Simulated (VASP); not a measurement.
## Ag(110), as cut: electronic structure

How does Ag(110) behave as a surface?

Calculated with VASP 6.6.1; LDA; plane waves and PAW (Ag).

### 1. Starting point

The cell holds 7 atoms: 7 Ag. Cell: a = 4.090 Å, b = 2.892 Å, c = 26.676 Å, α = 90.0°, β = 90.0°, γ = 90.0°. Vacuum lies along c.

As a file:

```xyz
7
Lattice="4.0900 0.0000 0.0000 0.0000 2.8921 0.0000 0.0000 0.0000 26.6762" Properties=species:S:1:pos:R:3
Ag    0.0000    0.0000    9.0000
Ag    2.0450    1.4460   10.4460
Ag    0.0000    0.0000   11.8921
Ag    2.0450    1.4460   13.3381
Ag    0.0000    0.0000   14.7841
Ag    2.0450    1.4460   16.2302
Ag    0.0000    0.0000   17.6762
```

### 2. Potential and states of the slab

A static run writes the electrostatic potential without exchange and correlation (LVHAR), which is flat in the vacuum and gives the level to count from. The dipole correction cancels the field that unlike faces would set up across the vacuum.

Contents of INCAR:

```
SYSTEM = Ag
PREC = Normal
ENCUT = 300
EDIFF = 1E-06
NELM = 120
ISMEAR = -1
SIGMA = 0.1
LREAL = .FALSE.
ALGO = Fast
GGA = CA
NBANDS = 58
LORBIT = 11
LWAVE = .FALSE.
LCHARG = .TRUE.
IDIPOL = 3
LDIPOL = .TRUE.
DIPOL = 0.5 0.5 0.5
LVHAR = .TRUE.
LVACPOTAV = .TRUE.
LELF = .TRUE.
NEDOS = 1500
```

Contents of POSCAR:

```
Ag
1.0
    4.0900000000      0.0000000000      0.0000000000
    0.0000000000      2.8920667351      0.0000000000
    0.0000000000      0.0000000000     26.6762002052
Ag
7
Direct
    0.0000000000      0.0000000000      0.3373793843
    0.5000000000      0.5000000000      0.3915862562
    0.0000000000      0.0000000000      0.4457931281
    0.5000000000      0.5000000000      0.5000000000
    0.0000000000      0.0000000000      0.5542068719
    0.5000000000      0.5000000000      0.6084137438
    0.0000000000      0.0000000000      0.6626206157
```

Contents of KPOINTS:

```
Automatic mesh
0
Gamma
10 14 1
0 0 0
```

Contents of KPOINTS_OPT:

```
Line mode
14
Line-mode
Reciprocal
  0.00000000   0.00000000   0.00000000 GAMMA
 -0.50000000   0.00000000   0.00000000 X

 -0.50000000   0.00000000   0.00000000 X
 -0.50000000  -0.50000000   0.00000000 S

 -0.50000000  -0.50000000   0.00000000 S
  0.00000000  -0.50000000   0.00000000 Y

  0.00000000  -0.50000000   0.00000000 Y
  0.00000000   0.00000000   0.00000000 GAMMA

  0.00000000   0.00000000   0.00000000 GAMMA
 -0.50000000  -0.50000000   0.00000000 S
```

Potentials, in the order of the species: Ag (LDA family, release 64).

Started as:

```console
mpirun -np 2 vasp_std
```

Log:

```text
[banner, memory and clock lines left out]
running    2 mpi-ranks, on    1 nodes
 distrk:  each k-point on    2 cores,    1 groups
 distr:  one band on    1 cores,    2 groups

 POSCAR found type information on POSCAR Ag
 POSCAR found :  1 types and       7 ions
 LDA part: xc-table for (Slater(with rela. corr.)+CA(PZ))
 , standard interpolation
 POSCAR, INCAR and KPOINTS ok, starting setup
 FFT: planning ... GRIDC
 FFT: planning ... GRID_SOFT
 FFT: planning ... GRID
 WAVECAR not read
 entering main loop
       N       E                     dE             d eps       ncg     rms          rms(c)
DAV:   1     0.338491832879E+03    0.33849E+03   -0.26505E+04  5960   0.738E+02
DAV:   2    -0.172709747151E+02   -0.35576E+03   -0.33843E+03  6114   0.210E+02
DAV:   3    -0.261004969743E+02   -0.88295E+01   -0.87499E+01  6400   0.350E+01
DAV:   4    -0.261811945608E+02   -0.80698E-01   -0.80679E-01  6784   0.336E+00
DAV:   5    -0.261826337962E+02   -0.14392E-02   -0.14392E-02  6580   0.419E-01    0.127E+01
RMM:   6    -0.244029685168E+02    0.17797E+01   -0.54102E+00  5595   0.102E+01    0.821E+00
RMM:   7    -0.243357954720E+02    0.67173E-01   -0.19404E-01  6143   0.144E+00    0.435E+00
RMM:   8    -0.243148316575E+02    0.20964E-01   -0.23900E-02  6192   0.641E-01    0.380E-01
RMM:   9    -0.243121859453E+02    0.26457E-02   -0.51167E-03  6365   0.297E-01    0.108E-01
RMM:  10    -0.243122200636E+02   -0.34118E-04   -0.60060E-04  6522   0.939E-02    0.655E-02
RMM:  11    -0.243123047185E+02   -0.84655E-04   -0.14018E-04  6740   0.456E-02    0.299E-02
RMM:  12    -0.243124348751E+02   -0.13016E-03   -0.59855E-05  6775   0.283E-02    0.115E-02
RMM:  13    -0.243125327356E+02   -0.97861E-04   -0.15612E-05  6730   0.132E-02    0.916E-03
RMM:  14    -0.243127300666E+02   -0.19733E-03   -0.27624E-05  6934   0.123E-02    0.835E-03
RMM:  15    -0.243127815903E+02   -0.51524E-04   -0.29400E-06  5339   0.535E-03    0.486E-03
RMM:  16    -0.243128578389E+02   -0.76249E-04   -0.28401E-06  5414   0.521E-03    0.189E-03
RMM:  17    -0.243128795263E+02   -0.21687E-04   -0.62604E-07  5116   0.248E-03    0.128E-03
RMM:  18    -0.243128903400E+02   -0.10814E-04   -0.42733E-07  5055   0.184E-03    0.891E-04
RMM:  19    -0.243128926493E+02   -0.23093E-05   -0.80149E-08  3405   0.796E-04    0.658E-04
RMM:  20    -0.243128944658E+02   -0.18165E-05   -0.53413E-08  3325   0.789E-04    0.198E-04
RMM:  21    -0.243128963548E+02   -0.18890E-05   -0.30046E-08  3323   0.766E-04    0.254E-04
RMM:  22    -0.243128974280E+02   -0.10732E-05   -0.69162E-09  2850   0.617E-04    0.134E-04
RMM:  23    -0.243128978194E+02   -0.39147E-06   -0.20924E-09  2689   0.604E-04
|                                                                             |
|           W    W    AA    RRRRR   N    N  II  N    N   GGGG   !!!           |
|           W    W   A  A   R    R  NN   N  II  NN   N  G    G  !!!           |
|           W    W  A    A  R    R  N N  N  II  N N  N  G       !!!           |
|           W WW W  AAAAAA  RRRRR   N  N N  II  N  N N  G  GGG   !            |
|           WW  WW  A    A  R   R   N   NN  II  N   NN  G    G                |
|           W    W  A    A  R    R  N    N  II  N    N   GGGG   !!!           |
|                                                                             |
|     Did not find any points to average over, which means that no vacuum     |
|     field-free region was found. Please increase the size of  your cell     |
|     in the dimension of the dipole correction to obtain accurate            |
|     workfunction values.                                                    |
|                                                                             |

   1 F= -.24312898E+02 E0= -.24279721E+02  d E =-.663546E-01
 Start KPOINTS_OPT (optional k-point list driver)
k-point batch [1-48\70]
       N       E                     dE             ncg
DAV:   1     0.260952134157E+04   -0.74035E+05     6096
DAV:   2    -0.136068976126E+05   -0.16216E+05     6222
DAV:   3    -0.139964613684E+05   -0.38956E+03     6396
DAV:   4    -0.140001591205E+05   -0.36978E+01     7132
DAV:   5    -0.140002089102E+05   -0.49790E-01     6464
DAV:   6    -0.140002110078E+05   -0.20976E-02     7416
DAV:   7    -0.140002110557E+05   -0.47837E-04     5594
DAV:   8    -0.140002110578E+05   -0.21156E-05     4194
DAV:   9    -0.140002110581E+05   -0.34533E-06     3700
k-point batch [49-70\70]
       N       E                     dE             ncg
DAV:   1     0.588713043650E+05   -0.19072E+05     2776
DAV:   2     0.511610235034E+05   -0.77103E+04     2822
DAV:   3     0.509893930722E+05   -0.17163E+03     2932
DAV:   4     0.509878086302E+05   -0.15844E+01     3254
DAV:   5     0.509877880798E+05   -0.20550E-01     3036
DAV:   6     0.509877871984E+05   -0.88141E-03     3344
DAV:   7     0.509877871737E+05   -0.24660E-04     2698
DAV:   8     0.509877871727E+05   -0.10231E-05     1914
DAV:   9     0.509877871725E+05   -0.19401E-06     1720
```

It took 5.2 min on 2 MPI ranks of Intel Xeon Platinum 8375C at 2.90GHz (Ice Lake), shared host; peak memory 0.65 GiB.

The logs omit lines about the potential files and the build; timing stands in the text.

From OUTCAR (step 2):

```text
ion  position               nearest neighbor table
   1  0.000  0.000  0.337-   3 2.89   2 2.89   2 2.89   2 2.89   2 2.89
   2  0.500  0.500  0.392-   4 2.89   3 2.89   1 2.89   1 2.89   3 2.89   1 2.89   3 2.89   1 2.89
                             3 2.89
   3  0.000  0.000  0.446-   1 2.89   5 2.89   4 2.89   2 2.89   2 2.89   4 2.89   2 2.89   4 2.89
                             2 2.89   4 2.89
   4  0.500  0.500  0.500-   2 2.89   6 2.89   5 2.89   3 2.89   3 2.89   5 2.89   3 2.89   5 2.89
                             3 2.89   5 2.89
   5  0.000  0.000  0.554-   3 2.89   7 2.89   6 2.89   4 2.89   4 2.89   6 2.89   4 2.89   6 2.89
                             4 2.89   6 2.89
   6  0.500  0.500  0.608-   4 2.89   5 2.89   7 2.89   5 2.89   7 2.89   5 2.89   7 2.89   5 2.89
                             7 2.89
   7  0.000  0.000  0.663-   5 2.89   6 2.89   6 2.89   6 2.89   6 2.89

  LATTYP: Found a simple orthorhombic cell.
 ALAT       =     2.8920667351
 B/A-ratio  =     1.4142135624
 C/A-ratio  =     9.2239227683

 Subroutine GETGRP returns: Found  8 space group operations
 (whereof  8 operations were pure point group operations)

The static configuration has the point symmetry D_2h.

 Found     48 irreducible k-points:

   k-points           NKPTS =     48   k-points in BZ     NKDIM =     48   number of bands    NBANDS=     58

   dimension x,y,z NGX =    18 NGY =   12 NGZ =  120
   dimension x,y,z NGXF=    36 NGYF=   24 NGZF=  240

   ENCUT  =  300.0 eV  22.05 Ry    4.70 a.u.   5.78  4.08 37.67*2*pi/ulx,y,z

   NELECT =      77.0000    total number of electrons

 k-points in reciprocal lattice and weights: Automatic mesh
   0.00000000  0.00000000  0.00000000       0.007
   0.10000000  0.00000000  0.00000000       0.014
   0.20000000  0.00000000  0.00000000       0.014
   0.30000000  0.00000000  0.00000000       0.014
   0.40000000  0.00000000  0.00000000       0.014
   0.50000000  0.00000000  0.00000000       0.007
   0.00000000  0.07142857  0.00000000       0.014
   0.10000000  0.07142857  0.00000000       0.029
   0.20000000  0.07142857  0.00000000       0.029
[...]
0.40000000  0.50000000  0.00000000       0.014
   0.50000000  0.50000000  0.00000000       0.007

 dipolmoment           0.000000      0.000000     -0.000000 electrons x Angstroem

 average (electrostatic) potential at core
       1 -78.6491       2 -78.9969       3 -79.0305       4 -79.0731       5 -79.0305
       6 -78.9969       7 -78.6491

 E-fermi :   0.2812

 k-point     1 :       0.0000    0.0000    0.0000
  band No.  band energies     occupation
    ...
     35      -2.6618      2.00000
     36      -2.5641      2.00000
     37      -2.4716      2.00000
     38      -2.4495      2.00000
     39      -1.0866      2.00000
     40       0.7078      0.02771
     41       2.4657      0.00000
     42       2.6546      0.00000
     43       4.1047      0.00000
     44       4.3298      0.00000
    ...

 k-point     2 :       0.1000    0.0000    0.0000
  band No.  band energies     occupation
    ...
     35      -2.7178      2.00000
     36      -2.5487      2.00000
     37      -2.4886      2.00000
     38      -2.4831      2.00000
     39      -1.0456      2.00000
     40       0.7701      0.01495
     41       1.7853      0.00000
     42       2.7110      0.00000
     43       3.2816      0.00000
     44       4.3909      0.00000
    ...

 k-point     3 :       0.2000    0.0000    0.0000
  band No.  band energies     occupation
    ...
     35      -2.6618      2.00000
     36      -2.5825      2.00000
     37      -2.5413      2.00000
     38      -2.5128      2.00000
     39      -0.9101      1.99999
     40       0.4316      0.36375
     41       0.9852      0.00175
     42       1.8324      0.00000
     43       2.8104      0.00000
     44       3.3841      0.00000
    ...

  Total       -7.6752336     -7.2918498     -5.6683961     -0.0000000      0.0000000      0.0000000
  in kB      -38.9714530    -37.0247992    -28.7816170     -0.0000000      0.0000000      0.0000000
  external PRESSURE =     -34.9259564 kB  Pullay stress =       0.0000000 kB

  energy-cutoff  :      300.00
  volume of cell :      315.54
      direct lattice vectors                 reciprocal lattice vectors
     4.090000000  0.000000000  0.000000000     0.244498778  0.000000000  0.000000000
     0.000000000  2.892066735  0.000000000     0.000000000  0.345773487  0.000000000
     0.000000000  0.000000000 26.676200205     0.000000000  0.000000000  0.037486598

 POSITION                                       TOTAL-FORCE (eV/Angst)
 -----------------------------------------------------------------------------------
      0.00000      0.00000      9.00000        -0.000000     -0.000000      0.741321
      2.04500      1.44603     10.44603        -0.000000     -0.000000     -0.157544
      0.00000      0.00000     11.89207         0.000000     -0.000000     -0.018039
      2.04500      1.44603     13.33810        -0.000000     -0.000000      0.000000
      0.00000      0.00000     14.78413         0.000000     -0.000000      0.018039
      2.04500      1.44603     16.23017        -0.000000     -0.000000      0.157544
      0.00000      0.00000     17.67620         0.000000      0.000000     -0.741321
 -----------------------------------------------------------------------------------
    total drift:                                0.000000     -0.000000      0.000000

  FREE ENERGIE OF THE ION-ELECTRON SYSTEM (eV)
  ---------------------------------------------------
  free  energy   TOTEN  =       -24.3128978194 eV

  energy  without entropy=      -24.2465432616  energy(sigma->0) =      -24.27972054

 vacuum level on the upper side and lower side of the slab         4.812         4.812

 total charge
# of ion       s       p       d       tot
------------------------------------------
    1        0.425   0.169   9.179   9.773
    2        0.419   0.279   9.132   9.831
    3        0.422   0.296   9.139   9.857
    4        0.420   0.305   9.129   9.854
    5        0.422   0.296   9.139   9.857
    6        0.419   0.279   9.132   9.831
    7        0.425   0.169   9.179   9.773
--------------------------------------------------
tot          2.952   1.793  64.029  68.775

[... 3 further parts left out ...]
```

This run has no spin polarisation. Its electron count is odd, so without a moment it is a metal by construction.

Numbers from this step:

```
electronic cycles                               : 23
electrons                                       : 77
free energy (TOTEN)                             : -24.31 eV
energy at zero smearing                         : -24.28 eV
Fermi energy                                    : 0.2812 eV
labelled metallic, from the levels on this mesh : yes
dipole moment                                   : 0, 0, 0 e·Å
vacuum levels                                   : 4.812, 4.812 eV
work functions of the upper and lower face      : 4.531, 4.531 eV
```

The electronic bands at the labelled points (eV, zero at the Fermi level; # counts the bands kept):

| point | #36 | #37 | #38 | #39 | #40 | #41 | #42 | #43 |
| --- | --- | --- | --- | --- | --- | --- | --- | --- |
| Γ | -2.85 | -2.75 | -2.73 | -1.37 | 0.43 | 2.18 | 2.37 | 3.82 |
| 0.46 of the way | -2.89 | -2.83 | -2.80 | -1.13 | -0.27 | 0.77 | 1.10 | 2.53 |
| X | -2.90 | -2.87 | -2.59 | -2.15 | -1.54 | -0.73 | 0.06 | 1.04 |
| 0.46 of the way | -2.02 | -1.87 | -1.16 | -0.80 | 0.04 | 0.77 | 1.94 | 2.14 |
| S | 0.19 | 0.27 | 1.69 | 1.91 | 3.50 | 3.61 | 3.63 | 3.87 |
| 0.54 of the way | -0.19 | -0.17 | 0.75 | 0.75 | 1.91 | 2.03 | 2.84 | 4.51 |
| Y | -0.37 | -0.37 | 0.18 | 0.24 | 0.95 | 1.27 | 1.76 | 4.11 |
| 0.54 of the way | -2.77 | -2.76 | -2.47 | -0.60 | 1.41 | 3.39 | 4.31 | 5.00 |
| Γ | -2.85 | -2.75 | -2.73 | -1.37 | 0.43 | 2.18 | 2.37 | 3.82 |
| 0.46 of the way | -2.92 | -2.82 | -1.75 | 0.01 | 1.37 | 1.99 | 2.41 | 3.80 |
| S | 0.19 | 0.27 | 1.69 | 1.91 | 3.50 | 3.61 | 3.63 | 3.87 |

The planar average of the electrostatic potential oscillates, so the rows of the table below give means over windows of 1.45 Å about each position, cut where the curve ends. Its maxima inside the range that stand out by 2 % of the span (Å: eV): 9.7: -6.07, 11.1: -6.27, 12.6: -6.26, 14.1: -6.26, 15.6: -6.27, 17.0: -6.07. Its minima: 9.0: -9.51, 10.4: -10.0, 11.9: -10.0, 13.3: -10.0, 14.8: -10.0, 16.2: -10.0, 17.7: -9.51.

Zero at the Fermi level. Table of planar average of the electrostatic potential by height; means over each step:

| height (Å) | planar average of the electrostatic potential (eV) |
| --- | --- |
| 0.72 | 4.53 |
| 2.17 | 4.53 |
| 3.62 | 4.53 |
| 5.07 | 4.53 |
| 6.52 | 4.46 |
| 7.97 | 0.772 |
| 9.42 | -7.78 |
| 10.87 | -8.13 |
| 12.32 | -8.14 |
| 13.77 | -8.14 |
| 15.22 | -8.14 |
| 16.67 | -8.01 |
| 18.12 | -4.31 |
| 19.57 | 4.20 |
| 21.02 | 4.53 |
| 22.47 | 4.53 |
| 23.92 | 4.53 |
| 25.37 | 4.53 |

Force by atom:

```
atom  x (eV/Å)  y (eV/Å)  z (eV/Å)   size
 Ag1     0.000     0.000     0.741  0.741
 Ag2     0.000     0.000    -0.158  0.158
 Ag3     0.000     0.000    -0.018  0.018
 Ag4     0.000     0.000     0.000  0.000
 Ag5     0.000     0.000     0.018  0.018
 Ag6     0.000     0.000     0.158  0.158
 Ag7     0.000     0.000    -0.741  0.741
```

Valence density in the ca plane at fractional y = 0.000, with atoms of Ag within 0.2 Å of it. It is the smooth field of the valence electrons, not physical close to the nuclei.

Values in e/Å³, 6 rows by 16 columns, each cell a mean:
```
0.0 0.5 3.6 0.8 0.8 3.6 0.6 1.0 3.5 0.4 1.4 3.3 0.2 0.0 0.0 0.0
0.0 0.1 0.4 0.2 0.2 0.4 0.2 0.2 0.4 0.2 0.3 0.4 0.1 0.0 0.0 0.0
0.0 0.0 0.1 0.2 0.2 0.1 0.2 0.2 0.1 0.2 0.1 0.1 0.0 0.0 0.0 0.0
0.0 0.0 0.1 0.2 0.2 0.1 0.2 0.2 0.1 0.2 0.1 0.1 0.0 0.0 0.0 0.0
0.0 0.2 0.9 0.3 0.3 0.9 0.2 0.3 0.9 0.2 0.4 0.8 0.1 0.0 0.0 0.0
0.0 0.7 4.9 1.0 1.0 4.8 0.7 1.4 4.7 0.5 1.8 4.4 0.3 0.0 0.0 0.0
```
Columns run along c (16.0 Å, from fractional 0.25 to 0.85 of the cell), rows up along a (4.1 Å). Atoms in or near the plane, at fractional coordinates: Ag at (0.34, 0.00), Ag at (0.45, 0.00), Ag at (0.55, 0.00), Ag at (0.66, 0.00).

Electrostatic potential energy in the ca plane at fractional y = 0.000, with atoms of Ag within 0.2 Å of it. With pseudopotentials it is smooth inside the atoms' cores, unlike the true potential.

Ten even steps from '0' (-63 eV) to '9' (5 eV), each cell a mean:
```
99997200279962002799620027996200279999999999
99998533589985335899853358998533589999999999
99999888899998888999988889999888899999999999
99999999999999999999999999999999999999999999
99999999999999999999999999999999999999999999
99999999999999999999999999999999999999999999
99999999999999999999999999999999999999999999
99999999999999999999999999999999999999999999
99999755799997557999975579999755799999999999
99997311379973113799731137997311389999999999
99996100169961001699610016996100169999999999
```
Columns run along c (16.0 Å, from fractional 0.25 to 0.85 of the cell; values clipped at the 3rd and 97th percentile), rows up along a (4.1 Å). Atoms in or near the plane, at fractional coordinates: Ag at (0.34, 0.00), Ag at (0.45, 0.00), Ag at (0.55, 0.00), Ag at (0.66, 0.00).

ELF in the ca plane at fractional y = 0.000, with atoms of Ag within 0.2 Å of it. It is the smooth field of the valence electrons, not physical close to the nuclei.

Ten even steps from '0' (0.00) to '9' (0.39), each cell a mean:
```
22356100564551004645510155455101564222000000
12346534654465346544653464456534653213100000
11234566544445665454456544445666543214000000
21223444444444444455444444454444321133000000
32112334444444444444444444444433211142000000
53012234444444334444443444444433211190000000
91123344444444444444444444444443321113000000
11234455444444554455445444444555432111000000
11245656654456566444565664446656643215000000
12356311564463125545621255456212553225000000
32355000364550004645500045465000464230000000
```
Columns run along c (16.0 Å, from fractional 0.25 to 0.85 of the cell), rows up along a (4.1 Å). Atoms in or near the plane, at fractional coordinates: Ag at (0.34, 0.00), Ag at (0.45, 0.00), Ag at (0.55, 0.00), Ag at (0.66, 0.00).

Only the dipole across the slab is computed (IDIPOL = 3); zeros along the plane are no results.

The vacuum level lies 4.53 eV above the Fermi level at the upper face; both faces agree, as the slab has next to no dipole.

The program found no field-free point at its default tolerance, but its printed level agrees with the flat part of the planar average.

### 3. Putting the energies together

This step: slab, LDA; plane waves and PAW (VASP 6.6.1).

This step runs nothing: it gathers the runs above.

### 4. Results

```yaml
work_function_of_the_slab: 4.53 eV
```

**Reading.** The work function is 4.53 eV at both faces. No atom was relaxed. The cell in the plane was kept as given and was not relaxed here.

[Lines on the potential files, build, host, timing and source positions are cut from VASP's logs without a mark.]

[Logs are printed without paths, hosts, clocks, repeated set-up lines and the standing remarks that a program may print on its own settings, such as how far it seeks lower states.]

[Hosts, paths, dates, database ids (printed as entryN), source tags and the programs' standing remarks are cut or masked in the printed files.]

[In band tables of VASP the shares of atoms and orbitals are scaled to a sum of 1 inside the atoms' spheres.]

[Runs that stopped without an error message from VASP are left out.]
